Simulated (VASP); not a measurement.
Method: PBEsol GGA, VASP's PBE PAW potentials (set 64) (plane waves; VASP 6.6.1).

The input files of a VASP run:

File POSCAR:
```
MgI2
1
    2.0629213225    -3.5730841243     0.0000000000
    2.0629213225     3.5730841243    -0.0000000000
   -0.0000000000     0.0000000000     7.0131302462
Mg I
1 2
Direct
  0.0000000000   0.0000000000   0.0000000000
  0.3333330000   0.6666670000   0.2383892088
  0.6666670000   0.3333330000   0.7616107912
```

**KPOINTS**
```
Automatic mesh
0
Gamma
7 7 4
0 0 0
```

INCAR:
```
! general
SYSTEM   =  MgI2
PREC     =  Accurate
ENCUT    =  520
LREAL    =  .FALSE.   ! projection in real space or not
LASPH    =  .TRUE.   ! aspherical one-centre terms

! electronic loop
EDIFF    =  1E-7
NELM     =  100   ! most electronic steps
ALGO     =  Normal   ! blocked Davidson
LMAXMIX  =  4   ! l cut-off of mixed one-centre charges

! smearing
ISMEAR   =  -5

! functional
GGA      =  PS   ! PBEsol

! ions
ISIF     =  2   ! forces and stress, cell fixed

! output
LWAVE    =  .FALSE.
LCHARG   =  .TRUE.
LORBIT   =  11   ! lm-projected
NEDOS    =  601   ! DOS grid

! other
LEFG     =  .TRUE.
```

POTCAR, in this order: Mg I (PBE.64 set). Program: vasp_std.

Output

File OSZICAR:
```
       N       E                     dE             d eps       ncg     rms          rms(c)
DAV:   1     0.816841898945E+02    0.81684E+02   -0.59437E+03   672   0.105E+03
DAV:   2    -0.232321253437E+01   -0.84007E+02   -0.77881E+02  1012   0.154E+02
DAV:   3    -0.846176645986E+01   -0.61386E+01   -0.61118E+01   860   0.496E+01
DAV:   4    -0.857482707668E+01   -0.11306E+00   -0.11303E+00   864   0.840E+00
DAV:   5    -0.857685795899E+01   -0.20309E-02   -0.20308E-02   832   0.116E+00    0.405E+00
DAV:   6    -0.845453001625E+01    0.12233E+00   -0.13302E-01   748   0.197E+00    0.270E+00
DAV:   7    -0.842543913657E+01    0.29091E-01   -0.12392E-01   744   0.192E+00    0.617E-01
DAV:   8    -0.842317531970E+01    0.22638E-02   -0.93243E-03   776   0.581E-01    0.233E-01
DAV:   9    -0.842316441673E+01    0.10903E-04   -0.71705E-04   816   0.193E-01    0.933E-02
DAV:  10    -0.842315552098E+01    0.88958E-05   -0.31100E-05   824   0.454E-02    0.384E-02
DAV:  11    -0.842315800457E+01   -0.24836E-05   -0.88705E-06   740   0.204E-02    0.299E-02
DAV:  12    -0.842315795888E+01    0.45687E-07   -0.10793E-06   852   0.598E-03    0.979E-03
DAV:  13    -0.842315799072E+01   -0.31840E-07   -0.16701E-08   564   0.109E-03
   1 F= -.84231580E+01 E0= -.84231580E+01  d E =0.000000E+00
```

OUTCAR:
```
------------------------ aborting loop because EDIFF is reached ----------------------------------------
  FORCE on cell =-STRESS in cart. coord.  units (eV):
  Direction    XX          YY          ZZ          XY          YZ          ZX
  --------------------------------------------------------------------------------------
  Total        0.0085737      0.0085737     -0.0283490      0.0000000      0.0000000     -0.0000000
  in kB        0.1328646      0.1328645     -0.4393199      0.0000000      0.0000000     -0.0000000
  external PRESSURE =      -0.0578636 kB  Pullay stress =       0.0000000 kB
  volume of cell :      103.39
      direct lattice vectors                 reciprocal lattice vectors
     2.062921322 -3.573084124  0.000000000     0.242374731 -0.139935132  0.000000000
     2.062921322  3.573084124  0.000000000     0.242374731  0.139935132  0.000000000
     0.000000000  0.000000000  7.013130246     0.000000000  0.000000000  0.142589680
 POSITION                                       TOTAL-FORCE (eV/Angst)
 -----------------------------------------------------------------------------------
      0.00000      0.00000      0.00000         0.000000     -0.000000     -0.000000
      2.06292      1.19103      1.67185        -0.000000      0.000000     -0.013696
      2.06292     -1.19103      5.34128         0.000000     -0.000000      0.013696
 -----------------------------------------------------------------------------------
    total drift:                               -0.000000     -0.000000      0.000000
  FREE ENERGIE OF THE ION-ELECTRON SYSTEM (eV)
  ---------------------------------------------------
  free  energy   TOTEN  =        -8.4231579907 eV

  energy  without entropy=       -8.4231579907  energy(sigma->0) =       -8.42315799

 total charge

# of ion       s       p       d       tot
------------------------------------------
    1        0.139   0.114   0.029   0.283
    2        1.505   2.811   0.013   4.329
    3        1.505   2.811   0.013   4.329
--------------------------------------------------
tot          3.149   5.736   0.055   8.941
```
(Selected blocks of OUTCAR.)

Without a dispersion term in the relaxation, distances and binding between the weakly bound layers, chains or molecules are unreliable, and so is what depends on them.

The compound is MgI2 in the 1T layered structure. It was relaxed first.
